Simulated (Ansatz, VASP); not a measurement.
## Cross-check of SiC (Moissanite 3C) between VASP and Ansatz

Wanted: the spread between two codes on one cell, functional and k mesh. The cell is taken from a series of runs on this material, whose earlier steps may have relaxed, scaled, displaced or heated it; both programs get it as it stands.

Calculated with Ansatz 0.2.0; plane waves, with VASP 6.6.1 beside it; zone-centre phonons at LDA.

## (1) Starting point

The structure is cubic, space group F-43m (No. 216). The conventional cell has a = 4.386 Å, b = 4.386 Å, c = 4.386 Å, α = 90.00°, β = 90.00°, γ = 90.00°. Nearest to C lie 4 Si at 1.90 Å. Nearest to Si lie 4 C at 1.90 Å. Farther neighbours are not listed.

As a file:

```
C Si
1.0
     0.00000    2.19302    2.19302
     2.19302    0.00000    2.19302
     2.19302    2.19302    0.00000
C Si
1 1
Direct
  0.75000 0.75000 0.75000
  0.00000 0.00000 0.00000
```

## (2) VASP: zone-centre phonons, LDA, pair 1

Second derivatives magnify differences that forces hide, and they need a tight electronic threshold.

Lines of VASP's logs that name or quote its potential files are left out, and so is its time.

Contents of INCAR:

```
SYSTEM = SiC
PREC = Accurate
ENCUT = 600
EDIFF = 1E-08
NELM = 120
ISMEAR = 0
SIGMA = 0.01
LREAL = .FALSE.
ALGO = Normal
GGA = PW92
NBANDS = 10
LORBIT = 11
LWAVE = .FALSE.
LCHARG = .FALSE.
ISIF = 2
IBRION = 8
LEPSILON = .TRUE.
LASPH = .TRUE.
GGA_COMPAT = .FALSE.
EFERMI = MIDGAP
KPAR = 2
```

Contents of POSCAR:

```
SiC
1.0
    0.0000000000      2.1930181087      2.1930181087
    2.1930181087      0.0000000000      2.1930181087
    2.1930181087      2.1930181087      0.0000000000
C Si
1 1
Direct
    0.7500000000      0.7500000000      0.7500000000
    0.0000000000      0.0000000000      0.0000000000
```

Contents of KPOINTS:

```
Automatic mesh
0
Gamma
12 12 12
0 0 0
```

Potentials, in the order of the species: C and Si (LDA family, release 64).

The run is started by

```sh
> mpirun -np 2 vasp_std
```

Numbers of over 12 decimals in the logs are rounded to 6 here.

The program printed:

```text
[banner, memory and clock lines left out]
running    2 mpi-ranks, on    1 nodes
 distrk:  each k-point on    1 cores,    2 groups
 distr:  one band on    1 cores,    1 groups

 POSCAR found type information on POSCAR C Si
 POSCAR found :  2 types and       2 ions
|                                                                             |
|               ----> ADVICE to this user running VASP <----                  |
|                                                                             |
|     You enforced a specific xc type in the INCAR file but a different       |
|     [... a line on the potential file left out ...]
|     I HOPE YOU KNOW WHAT YOU ARE DOING!                                     |
|                                                                             |

 LDA part: xc-table for (Slater(with rela. corr.)+PW92), standard interpolation
 POSCAR, INCAR and KPOINTS ok, starting setup
 FFT: planning ... GRIDC
 FFT: planning ... GRID_SOFT
 FFT: planning ... GRID
 WAVECAR not read
 entering main loop
       N       E                     dE             d eps       ncg     rms          rms(c)
DAV:   1     0.432544193622E+01    0.43254E+01   -0.44056E+03  1472   0.765E+02
DAV:   2    -0.179316970391E+02   -0.22257E+02   -0.21248E+02  1948   0.119E+02
DAV:   3    -0.186143078282E+02   -0.68261E+00   -0.68154E+00  1734   0.182E+01
DAV:   4    -0.186174507308E+02   -0.31429E-02   -0.31426E-02  1650   0.152E+00
DAV:   5    -0.186174673217E+02   -0.16591E-04   -0.16591E-04  1700   0.102E-01    0.886E+00
DAV:   6    -0.167189970603E+02    0.18985E+01   -0.74949E+00  1508   0.130E+01    0.386E+00
DAV:   7    -0.166552247020E+02    0.63772E-01   -0.34411E-01  1674   0.371E+00    0.174E+00
DAV:   8    -0.166346891595E+02    0.20536E-01   -0.26259E-02  1524   0.105E+00    0.175E-01
DAV:   9    -0.166343187803E+02    0.37038E-03   -0.18203E-03  1790   0.246E-01    0.943E-02
DAV:  10    -0.166343356566E+02   -0.16876E-04   -0.12106E-04  1546   0.728E-02    0.312E-02
DAV:  11    -0.166343359063E+02   -0.24971E-06   -0.46040E-06  1688   0.137E-02    0.119E-02
DAV:  12    -0.166343356792E+02    0.22709E-06   -0.63424E-07  1514   0.428E-03    0.827E-04
DAV:  13    -0.166343356784E+02    0.80968E-09   -0.25859E-08  1586   0.102E-03
   1 F= -.16634336E+02 E0= -.16634336E+02  d E =0.000000E+00
 Linear response reoptimize wavefunctions to high precision
DAV:   1    -0.166343356790E+02   -0.57173E-09   -0.48115E-10  1146   0.154E-04
DAV:   2    -0.166343356789E+02    0.60254E-11   -0.14022E-11   768   0.318E-05
 Linear response G [H, r] |phi>, progress :
  Direction:   1
       N       E                     dE             d eps       ncg     rms
RMM:   1    -0.410871040238E+02   -0.41087E+02   -0.49677E+01  3702   0.436E+01
RMM:   2    -0.323993843134E+02    0.86877E+01   -0.24477E+00  2316   0.114E+01
RMM:   3    -0.324031678491E+02   -0.37835E-02   -0.38271E-02  2386   0.116E+00
RMM:   4    -0.324019756366E+02    0.11922E-02   -0.17837E-03  2501   0.137E-01
RMM:   5    -0.324018478495E+02    0.12779E-03   -0.15403E-04  2493   0.183E-02
RMM:   6    -0.324018331977E+02    0.14652E-04   -0.23993E-07  2609   0.263E-03
RMM:   7    -0.324018319647E+02    0.12330E-05    0.11509E-05  2498   0.495E-04
RMM:   8    -0.324018310155E+02    0.94922E-06    0.21431E-05  2152   0.186E-04
RMM:   9    -0.324018309398E+02    0.75709E-07    0.21277E-05  1819   0.149E-04
RMM:  10    -0.324018309574E+02   -0.17643E-07    0.17152E-05  1668   0.149E-04
RMM:  11    -0.324018311827E+02   -0.22531E-06    0.16645E-05  1350   0.148E-04
RMM:  12    -0.324018311014E+02    0.81387E-07    0.14311E-05   996   0.147E-04
 Linear response G [H, r] |phi>, progress :
  Direction:   2
       N       E                     dE             d eps       ncg     rms
RMM:   1    -0.383854488433E+02   -0.38385E+02   -0.55500E+01  3715   0.412E+01
RMM:   2    -0.324997052616E+02    0.58857E+01   -0.17440E+00  2294   0.988E+00
RMM:   3    -0.325020284199E+02   -0.23232E-02   -0.26154E-02  2366   0.966E-01
RMM:   4    -0.325011323711E+02    0.89605E-03   -0.16238E-03  2479   0.111E-01
RMM:   5    -0.325010087495E+02    0.12362E-03   -0.16858E-04  2487   0.147E-02
RMM:   6    -0.325009945895E+02    0.14160E-04   -0.22006E-05  2607   0.212E-03
RMM:   7    -0.325009932349E+02    0.13546E-05   -0.79738E-06  2453   0.394E-04
RMM:   8    -0.325009931903E+02    0.44600E-07   -0.40916E-06  2087   0.145E-04
RMM:   9    -0.325009931299E+02    0.60363E-07    0.65909E-06  1831   0.119E-04
RMM:  10    -0.325009932050E+02   -0.75058E-07   -0.13048E-06  1650   0.118E-04
RMM:  11    -0.325009932365E+02   -0.31514E-07   -0.10532E-05  1363   0.120E-04
RMM:  12    -0.325009932504E+02   -0.13941E-07   -0.82488E-06   982   0.118E-04
 Linear response G [H, r] |phi>, progress :
  Direction:   3
       N       E                     dE             d eps       ncg     rms
RMM:   1    -0.256448463622E+02   -0.25645E+02    0.83713E+01  3535   0.423E+01
RMM:   2    -0.222581316166E+02    0.33867E+01   -0.22915E+00  2286   0.108E+01
RMM:   3    -0.222529762092E+02    0.51554E-02   -0.31809E-02  2337   0.114E+00
RMM:   4    -0.222524943068E+02    0.48190E-03   -0.42952E-04  2464   0.138E-01
RMM:   5    -0.222524915919E+02    0.27149E-05   -0.14137E-05  2455   0.192E-02
RMM:   6    -0.222524912201E+02    0.37182E-06   -0.25625E-06  2540   0.286E-03
[...]
change of polarisation eV/A/(eV/A) component  3 :     0.085    -0.076     0.398
 dielectric tensor                  component  3 :     0.725    -0.648     4.412
 Linear response to external field, progress :
  Direction:   1
       N       E                     dE             d eps       ncg     rms          rms(c)
RMM:   1    -0.361400082611E+00   -0.36140E+00   -0.14576E+00 12869   0.258E+00
RMM:   2    -0.371016747306E+00   -0.96167E-02   -0.29519E-03  8963   0.390E-01    0.893E-01
RMM:   3    -0.360975194326E+00    0.10042E-01   -0.50424E-03  8954   0.420E-01    0.519E-01
RMM:   4    -0.370889969413E+00   -0.99148E-02   -0.63210E-03  9046   0.473E-01    0.735E-02
RMM:   5    -0.372959789307E+00   -0.20698E-02   -0.13809E-04  9092   0.866E-02    0.978E-03
RMM:   6    -0.373053582618E+00   -0.93793E-04   -0.13065E-06  9458   0.896E-03    0.483E-03
RMM:   7    -0.373101093765E+00   -0.47511E-04   -0.85300E-08  9359   0.228E-03    0.315E-04
RMM:   8    -0.373104822845E+00   -0.37291E-05   -0.46577E-09  9973   0.430E-04    0.118E-04
RMM:   9    -0.373103873653E+00    0.94919E-06   -0.63922E-10  8256   0.130E-04    0.190E-05
RMM:  10    -0.373104072235E+00   -0.19858E-06   -0.39729E-10  5457   0.326E-05    0.672E-06
 change of polarisation eV/A/(eV/A) component  1 :     0.704     0.180     0.107
 dielectric tensor                  component  1 :     7.039     1.546     0.922
 Linear response to external field, progress :
  Direction:   2
       N       E                     dE             d eps       ncg     rms          rms(c)
RMM:   1    -0.361399989843E+00   -0.36140E+00   -0.14576E+00 12869   0.258E+00
RMM:   2    -0.371016734066E+00   -0.96167E-02   -0.29524E-03  8961   0.390E-01    0.893E-01
RMM:   3    -0.360975383893E+00    0.10041E-01   -0.50427E-03  8950   0.420E-01    0.519E-01
RMM:   4    -0.370890136843E+00   -0.99148E-02   -0.63219E-03  9043   0.473E-01    0.735E-02
RMM:   5    -0.372959796335E+00   -0.20697E-02   -0.13810E-04  9092   0.866E-02    0.978E-03
RMM:   6    -0.373053645971E+00   -0.93850E-04   -0.13177E-06  9458   0.896E-03    0.483E-03
RMM:   7    -0.373101153391E+00   -0.47507E-04   -0.85873E-08  9355   0.228E-03    0.314E-04
RMM:   8    -0.373104894250E+00   -0.37409E-05   -0.47250E-09  9972   0.429E-04    0.118E-04
RMM:   9    -0.373103943839E+00    0.95041E-06   -0.45680E-10  8244   0.130E-04    0.207E-05
RMM:  10    -0.373104134578E+00   -0.19074E-06    0.46972E-10  5448   0.310E-05    0.781E-06
 change of polarisation eV/A/(eV/A) component  2 :     0.131     0.704     0.135
 dielectric tensor                  component  2 :     1.127     7.039     1.159
 Linear response to external field, progress :
  Direction:   3
       N       E                     dE             d eps       ncg     rms          rms(c)
RMM:   1    -0.361399990373E+00   -0.36140E+00   -0.14576E+00 12869   0.258E+00
RMM:   2    -0.371016744985E+00   -0.96168E-02   -0.29521E-03  8963   0.390E-01    0.893E-01
RMM:   3    -0.360975387063E+00    0.10041E-01   -0.50420E-03  8954   0.420E-01    0.519E-01
RMM:   4    -0.370890126770E+00   -0.99147E-02   -0.63210E-03  9046   0.473E-01    0.735E-02
RMM:   5    -0.372959790933E+00   -0.20697E-02   -0.13809E-04  9091   0.866E-02    0.978E-03
RMM:   6    -0.373053641090E+00   -0.93850E-04   -0.13149E-06  9459   0.896E-03    0.483E-03
RMM:   7    -0.373101154458E+00   -0.47513E-04   -0.85782E-08  9346   0.228E-03    0.315E-04
RMM:   8    -0.373104894255E+00   -0.37398E-05   -0.46556E-09  9978   0.429E-04    0.118E-04
RMM:   9    -0.373103945003E+00    0.94925E-06   -0.66787E-10  8236   0.130E-04    0.207E-05
RMM:  10    -0.373104135090E+00   -0.19009E-06   -0.25314E-10  5491   0.310E-05    0.778E-06
 change of polarisation eV/A/(eV/A) component  3 :     0.110     0.177     0.704
 dielectric tensor                  component  3 :     0.947     1.520     7.039
 Linear response DOF=           2
 Linear response progress:
  Degree of freedom:   1/  2
       N       E                     dE             d eps       ncg     rms          rms(c)
RMM:   1    -0.125489249005E+00   -0.12549E+00    0.54657E-02 12255   0.208E+00
RMM:   2    -0.122317173546E+00    0.31721E-02   -0.25922E-03  8565   0.406E-01    0.197E-01
RMM:   3    -0.122399439269E+00   -0.82266E-04   -0.73137E-04  8458   0.165E-01    0.977E-02
RMM:   4    -0.123403761259E+00   -0.10043E-02   -0.55681E-04  8531   0.137E-01    0.183E-02
RMM:   5    -0.123379037514E+00    0.24724E-04   -0.96807E-06  8989   0.207E-02    0.176E-03
RMM:   6    -0.123385187603E+00   -0.61501E-05   -0.19273E-07  9295   0.234E-03    0.873E-04
RMM:   7    -0.123380611066E+00    0.45765E-05   -0.12949E-07  9227   0.496E-04    0.947E-05
RMM:   8    -0.123381371432E+00   -0.76037E-06    0.11875E-10  9399   0.109E-04    0.273E-05
RMM:   9    -0.123381303456E+00    0.67976E-07    0.12823E-08  9721   0.298E-05    0.329E-06
RMM:  10    -0.123381319696E+00   -0.16240E-07    0.11935E-08  9437   0.955E-06    0.186E-06
RMM:  11    -0.123381319526E+00    0.16965E-09    0.78167E-09  7578   0.704E-06    0.164E-07
 first order change of Fermi-energy  -0.15807E+01
 force on displaced ion       1 direction 1 : -17.994  -0.000  -0.000
 Born effective charge ion    1 direction 1 :  -2.687   0.000   0.000
 Linear response progress:
  Degree of freedom:   2/  2
       N       E                     dE             d eps       ncg     rms          rms(c)
RMM:   1    -0.162771173442E-01   -0.16277E-01   -0.64072E-03 13253   0.871E-01
RMM:   2    -0.142553689083E-01    0.20217E-02   -0.49676E-04  8622   0.194E-01    0.126E-01
RMM:   3    -0.141713021237E-01    0.84067E-04   -0.94419E-05  8789   0.448E-02    0.721E-02
RMM:   4    -0.142197328491E-01   -0.48431E-04   -0.91768E-05  8866   0.440E-02    0.813E-03
RMM:   5    -0.142030081135E-01    0.16725E-04    0.11088E-06  9002   0.755E-03    0.127E-03
RMM:   6    -0.142010083827E-01    0.19997E-05   -0.38520E-07  9198   0.759E-04    0.606E-04
RMM:   7    -0.141997052679E-01    0.13031E-05   -0.50849E-07  9229   0.234E-04    0.644E-05
RMM:   8    -0.141997302489E-01   -0.24981E-07   -0.25739E-09  9667   0.408E-05    0.172E-05
RMM:   9    -0.141997586216E-01   -0.28373E-07   -0.13990E-08  9511   0.161E-05    0.335E-06
RMM:  10    -0.141997490640E-01    0.95576E-08    0.96682E-09  9206   0.640E-06    0.991E-07
 first order change of Fermi-energy   0.15810E+01
 force on displaced ion       2 direction 1 : -17.998  -0.000  -0.000
 Born effective charge ion    2 direction 1 :   2.686   0.000   0.000
 Born effective charges drift removed
 Linear response finished
```

Parts of OUTCAR (step 2):

```text
ion  position               nearest neighbor table
   1  0.750  0.750  0.750-   2 1.90   2 1.90   2 1.90   2 1.90
   2  0.000  0.000  0.000-   1 1.90   1 1.90   1 1.90   1 1.90

  LATTYP: Found a face centered cubic cell.
 ALAT       =     4.3860362174

 Subroutine GETGRP returns: Found 24 space group operations
 (whereof 24 operations were pure point group operations)

The static configuration has the point symmetry T_d .

 Found     72 irreducible k-points:

   k-points           NKPTS =     72   k-points in BZ     NKDIM =     72   number of bands    NBANDS=     10

   dimension x,y,z NGX =    28 NGY =   28 NGZ =   28
   dimension x,y,z NGXF=    56 NGYF=   56 NGZF=   56

   ENCUT  =  600.0 eV  44.10 Ry    6.64 a.u.   6.19  6.19  6.19*2*pi/ulx,y,z

   NELECT =       8.0000    total number of electrons

 k-points in reciprocal lattice and weights: Automatic mesh
   0.00000000  0.00000000  0.00000000       0.001
   0.08333333  0.00000000  0.00000000       0.005
   0.16666667  0.00000000  0.00000000       0.005
   0.25000000  0.00000000  0.00000000       0.005
   0.33333333  0.00000000  0.00000000       0.005
   0.41666667  0.00000000  0.00000000       0.005
   0.50000000  0.00000000  0.00000000       0.002
   0.08333333  0.08333333  0.00000000       0.003
   0.16666667  0.08333333  0.00000000       0.014
[...]
-0.33333333  0.50000000  0.16666667       0.007
  -0.25000000  0.50000000  0.25000000       0.003

 average (electrostatic) potential at core
       1 -49.3138       2 -82.2103

  Total       -1.1033746     -1.1033746     -1.1033746     -0.0000000      0.0000000      0.0000000
  in kB      -83.8063459    -83.8063459    -83.8063459     -0.0000000      0.0000000      0.0000000
  external PRESSURE =     -83.8063459 kB  Pullay stress =       0.0000000 kB

  energy-cutoff  :      600.00
  volume of cell :       21.09
      direct lattice vectors                 reciprocal lattice vectors
     0.000000000  2.193018109  2.193018109    -0.227996293  0.227996293  0.227996293
     2.193018109  0.000000000  2.193018109     0.227996293 -0.227996293  0.227996293
     2.193018109  2.193018109  0.000000000     0.227996293  0.227996293 -0.227996293

 POSITION                                       TOTAL-FORCE (eV/Angst)
 -----------------------------------------------------------------------------------
      3.28953      3.28953      3.28953         0.000000     -0.000000      0.000000
      0.00000      0.00000      0.00000         0.000000      0.000000     -0.000000
 -----------------------------------------------------------------------------------
    total drift:                                0.000000      0.000000      0.000000

 MACROSCOPIC STATIC DIELECTRIC TENSOR (including local field effects in DFT)
 ------------------------------------------------------
           7.038817    -0.000000     0.000000
           0.000000     7.038817    -0.000000
          -0.000000    -0.000000     7.038817
 ------------------------------------------------------

 PIEZOELECTRIC TENSOR (including local field effects)  for field in x, y, z        (C/m^2)
          XX          YY          ZZ          XY          YZ          ZX
  --------------------------------------------------------------------------------
  x    -0.00000    -0.00000     0.00000     0.00000     0.97208     0.00000
  y     0.00000     0.00000     0.00000     0.00000     0.00000     0.97208
  z    -0.00000     0.00000     0.00000     0.97208     0.00000     0.00000

 BORN EFFECTIVE CHARGES (including local field effects) (in |e|, cummulative output)
 ---------------------------------------------------------------------------------
 ion    1
    1    -2.68723    -0.00000    -0.00000
    2     0.00000    -2.68723     0.00000
    3    -0.00000     0.00000    -2.68723
 ion    2
    1     2.68723     0.00000     0.00000
    2     0.00000     2.68723     0.00000
    3     0.00000     0.00000     2.68723

 Eigenvectors and eigenvalues of the dynamical matrix
 ----------------------------------------------------

   1 f  =   22.864235 THz   143.660228 2PiTHz  762.668802 cm-1    94.558837 meV
             X         Y         Z           dx          dy          dz
      3.289527  3.289527  3.289527     0.640543   -0.538615    0.000000
      0.000000  0.000000  0.000000    -0.418933    0.352269    0.000000

   2 f  =   22.864235 THz   143.660228 2PiTHz  762.668802 cm-1    94.558837 meV
             X         Y         Z           dx          dy          dz
      3.289527  3.289527  3.289527     0.000000    0.000000   -0.836900
      0.000000  0.000000  0.000000     0.000000    0.000000    0.547356

   3 f  =   22.864235 THz   143.660228 2PiTHz  762.668802 cm-1    94.558837 meV
             X         Y         Z           dx          dy          dz
      3.289527  3.289527  3.289527     0.538615    0.640543    0.000000
      0.000000  0.000000  0.000000    -0.352269   -0.418933    0.000000

   4 f/i=    0.001061 THz     0.006665 2PiTHz    0.035386 cm-1     0.004387 meV
             X         Y         Z           dx          dy          dz
      3.289527  3.289527  3.289527    -0.198934   -0.332001    0.387039
      0.000000  0.000000  0.000000    -0.304167   -0.507625    0.591778

   5 f/i=    0.001061 THz     0.006665 2PiTHz    0.035386 cm-1     0.004387 meV
             X         Y         Z           dx          dy          dz
      3.289527  3.289527  3.289527    -0.198934   -0.332001   -0.387039
      0.000000  0.000000  0.000000    -0.304167   -0.507625   -0.591778

   6 f/i=    0.001061 THz     0.006665 2PiTHz    0.035386 cm-1     0.004387 meV
             X         Y         Z           dx          dy          dz
      3.289527  3.289527  3.289527    -0.469520    0.281335    0.000000
      0.000000  0.000000  0.000000    -0.717890    0.430158    0.000000

 MACROSCOPIC STATIC DIELECTRIC TENSOR IONIC CONTRIBUTION
 ------------------------------------------------------
           3.442209    -0.000000     0.000000
          -0.000000     3.442209     0.000000
           0.000000     0.000000     3.442209
 ------------------------------------------------------

 ELASTIC MODULI CONTR FROM IONIC RELAXATION (kBar)
 Direction    XX          YY          ZZ          XY          YZ          ZX
 --------------------------------------------------------------------------------
 XX          -0.0000      0.0000      0.0000      0.0000     -0.0000      0.0000
 YY           0.0000     -0.0000      0.0000      0.0000      0.0000     -0.0000
 ZZ           0.0000      0.0000     -0.0000     -0.0000      0.0000      0.0000
 XY           0.0000      0.0000     -0.0000   -163.8037     -0.0000     -0.0000
 YZ          -0.0000      0.0000      0.0000     -0.0000   -163.8037      0.0000
 ZX           0.0000     -0.0000      0.0000     -0.0000      0.0000   -163.8037
 --------------------------------------------------------------------------------

 PIEZOELECTRIC TENSOR IONIC CONTR  for field in x, y, z        (C/m^2)
          XX          YY          ZZ          XY          YZ          ZX
  --------------------------------------------------------------------------------
  x    -0.00000     0.00000     0.00000    -0.00000    -0.70657     0.00000
  y     0.00000    -0.00000     0.00000    -0.00000     0.00000    -0.70657
  z     0.00000     0.00000    -0.00000    -0.70657    -0.00000    -0.00000
```

The gap is read on the k-mesh alone, so it is an upper bound where the band edges lie off the mesh. Energies printed during the response cycles are not total energies of the cell.

[end of part 1 of 2]

[Lines on the potential files, build, host, timing and source positions are cut from VASP's logs without a mark.]

[Logs are printed without paths, hosts, clocks, repeated set-up lines and the standing remarks that a program may print on its own settings, such as how far it seeks lower states.]

[Hosts, paths, dates, database ids (printed as entryN), source tags and the programs' standing remarks are cut or masked in the printed files.]
